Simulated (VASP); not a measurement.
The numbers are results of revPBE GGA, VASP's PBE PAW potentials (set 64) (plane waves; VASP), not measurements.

VASP ran on this input.

**KPOINTS**
```
k-points along high-symmetry lines
15
Line-mode
Reciprocal
  0.000000   0.000000   0.000000 ! GAMMA
  0.000000   0.500000   0.000000 ! X

  0.000000   0.500000   0.000000 ! X
  0.500000   0.500000   0.000000 ! M

  0.500000   0.500000   0.000000 ! M
  0.000000   0.000000   0.000000 ! GAMMA

  0.000000   0.000000   0.000000 ! GAMMA
  0.500000   0.500000   0.500000 ! R

  0.500000   0.500000   0.500000 ! R
  0.000000   0.500000   0.000000 ! X

  0.500000   0.500000   0.500000 ! R
  0.500000   0.500000   0.000000 ! M
```

File POSCAR:
```
CsPbCl3
1
    5.8290167670    -0.0000000000    -0.0000000000
    0.0000000000     5.8290167670    -0.0000000000
    0.0000000000     0.0000000000     5.8290167670
Cs Pb Cl
1 1 3
Direct
  0.0000000000   0.0000000000   0.0000000000
  0.5000000000   0.5000000000   0.5000000000
  0.5000000000   0.0000000000   0.5000000000
  0.0000000000   0.5000000000   0.5000000000
  0.5000000000   0.5000000000   0.0000000000
```

**INCAR**
```
! general
SYSTEM   =  CsPbCl3
PREC     =  Accurate
ENCUT    =  520
LREAL    =  F
LASPH    =  T
ICHARG   =  11

! electronic loop
EDIFF    =  1E-7
NELM     =  100
ALGO     =  Normal
LMAXMIX  =  4

! smearing
ISMEAR   =  0
SIGMA    =  0.05

! functional
GGA      =  RE

! output
LWAVE    =  F
LCHARG   =  F
LORBIT   =  11
```

POTCAR, in this order: Cs_sv Pb_d Cl (PBE.64 set). Program: vasp_std. Read from the step before: CHGCAR.

Output

### OUTCAR
```
 ion  position               nearest neighbor table
   1  0.000  0.000  0.000-
   2  0.500  0.500  0.500-   3 2.91   4 2.91   5 2.91   5 2.91   3 2.91   4 2.91
   3  0.500  0.000  0.500-   2 2.91   2 2.91
   4  0.000  0.500  0.500-   2 2.91   2 2.91
   5  0.500  0.500  0.000-   2 2.91   2 2.91
  LATTYP: Found a simple cubic cell.
 ALAT       =     5.8290167670
 Subroutine PRICEL returns:
 Original cell was already a primitive cell.
 Subroutine GETGRP returns: Found 48 space group operations
The static configuration has the point symmetry O_h .
The dynamic configuration has the point symmetry O_h .
 Subroutine INISYM returns: Found 48 space group operations
   k-points           NKPTS =     90   k-points in BZ     NKDIM =     90   number of bands    NBANDS=     26
   number of dos      NEDOS =    301   number of ions     NIONS =      5
   total plane-waves  NPLWV = 110592
   dimension x,y,z NGX =    48 NGY =   48 NGZ =   48
   dimension x,y,z NGXF=    96 NGYF=   96 NGZF=   96
   ions per type =               1   1   3
   PREC   = accura    normal or accurate (medium, high low for compatibility)
   ISTART =      0    job   : 0-new  1-cont  2-samecut
   ICHARG =     11    charge: 1-file 2-atom 10-const
   ISPIN  =      1    spin polarized calculation?
   LNONCOLLINEAR =      F non collinear calculations
...
```

**OSZICAR**
```
       N       E                     dE             d eps       ncg     rms          rms(c)
DAV:   1     0.417326028514E+03    0.41733E+03   -0.19350E+04  4680   0.152E+03
DAV:   2     0.371636433458E+02   -0.38016E+03   -0.37200E+03  5800   0.341E+02
DAV:   3    -0.140235578372E+02   -0.51187E+02   -0.50011E+02  5768   0.136E+02
DAV:   4    -0.162135526209E+02   -0.21900E+01   -0.21846E+01  5844   0.354E+01
DAV:   5    -0.162887310557E+02   -0.75178E-01   -0.75122E-01  6114   0.578E+00
DAV:   6    -0.162915621648E+02   -0.28311E-02   -0.28308E-02  6960   0.122E+00
DAV:   7    -0.162916128674E+02   -0.50703E-04   -0.50700E-04  6206   0.112E-01
DAV:   8    -0.162916142076E+02   -0.13402E-05   -0.13401E-05  6924   0.170E-02
DAV:   9    -0.162916142282E+02   -0.20598E-07   -0.20630E-07  4576   0.169E-03
   1 F= -.16291614E+02 E0= -.16291614E+02  d E =-.211187E-15
```

### OUTCAR
```
 val. band max:        0.5274408477   @ k =   0.5000   0.5000   0.5000

 cond. band min:       3.0010847767   @ k =   0.5000   0.5000   0.5000



 k-point     1 :       0.0000    0.0000    0.0000
  band No.  band energies     occupation
      1     -20.3620      2.00000
      2     -15.8672      2.00000
      3     -15.8672      2.00000
      4     -15.7610      2.00000
      5     -15.7610      2.00000
      6     -15.7610      2.00000
      7     -13.6059      2.00000
      8     -13.0467      2.00000
      9     -13.0467      2.00000
     10      -7.1451      2.00000
     11      -7.1451      2.00000
     12      -7.1451      2.00000
     13      -5.8121      2.00000
     14      -3.0428      2.00000
     15      -3.0428      2.00000
     16      -3.0428      2.00000
     17      -1.2593      2.00000
     18      -1.2593      2.00000
     19      -1.2593      2.00000
     20      -1.2019      2.00000
     21      -1.2019      2.00000
     22      -1.2019      2.00000
     23       4.6924      0.00000
     24       5.7760      0.00000
     25       5.7760      0.00000
     26       6.5747      0.00000

 k-point     2 :       0.0000    0.0357    0.0000
  band No.  band energies     occupation
      1     -20.3620      2.00000
      2     -15.8672      2.00000
      3     -15.8666      2.00000
      4     -15.7610      2.00000
      5     -15.7610      2.00000
      6     -15.7610      2.00000
      7     -13.6048      2.00000
      8     -13.0489      2.00000
      9     -13.0467      2.00000
     10      -7.1450      2.00000
     11      -7.1449      2.00000
     12      -7.1449      2.00000
     13      -5.8239      2.00000
     14      -3.0420      2.00000
     15      -3.0420      2.00000
     16      -3.0202      2.00000
     17      -1.2603      2.00000
     18      -1.2603      2.00000
     19      -1.2603      2.00000
     20      -1.2029      2.00000
     21      -1.2029      2.00000
     22      -1.2026      2.00000
     23       4.7025      0.00000
...
```

The density is held fixed in this step, so its total energy and stress have no physical meaning. Unless said otherwise, spin-orbit coupling is left out, though it shifts the bands of the heavy elements here.

The compound is CsPbCl3 in the cubic perovskite structure, the ideal cubic form; the compound distorts at low or room temperature. It was relaxed first, which changed the volume by +12 %.
